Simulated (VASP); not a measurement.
Ga11FeAs12 (a cell with a defect), 24 atoms in the cell. The cell holds a defect, 24 atoms: a = 11.993 Å, b = 7.996 Å, c = 7.996 Å, α = 60.00°, β = 60.00°, γ = 60.00°. 

* Program: VASP 6.6.1
* Task: single point
* Functional: PBEsol
* Potentials or basis: VASP PAW PBE potentials, release 64 (Fe, Ga_d, As)
* Cutoff: 350 eV
* k mesh: 2 × 2 × 2
* Occupations: gaussian, width 0.03 eV
* Spin: collinear spin, ferromagnetic start
* Starting moments: [5.0, 0.0, 0.0, 0.0, 0.0, 0.0, 0.0, 0.0, 0.0, 0.0, 0.0, 0.0, 0.0, 0.0, 0.0, 0.0, 0.0, 0.0, 0.0, 0.0, 0.0, 0.0, 0.0, 0.0] μB
* Fixed moment: 5 μB
* Dq: 0
* Further INCAR settings: LREAL = Auto; ALGO = Normal; EDIFF = 1e-05; NBANDS = 128; ISYM = 0

Potentials or basis: VASP PAW PBE potentials, release 64 (Fe, Ga_d, As).

The run is started by

```bash
$ cat potpaw_PBE.64/Fe/POTCAR potpaw_PBE.64/Ga_d/POTCAR potpaw_PBE.64/As/POTCAR > POTCAR
$ mpirun -np 4 vasp_std > vasp.out
```

Hardware: 4 MPI ranks on Intel(R) Xeon(R) 6975P-C (Granite Rapids), on a shared host.

Problem. How long does it take, and how much memory?

Solution. Wall time 4.6 min on 4 MPI ranks on Intel(R) Xeon(R) 6975P-C (Granite Rapids), with other jobs on the host, peak memory 0.54 GiB a rank. Counts: scf iterations 18, k points 8.
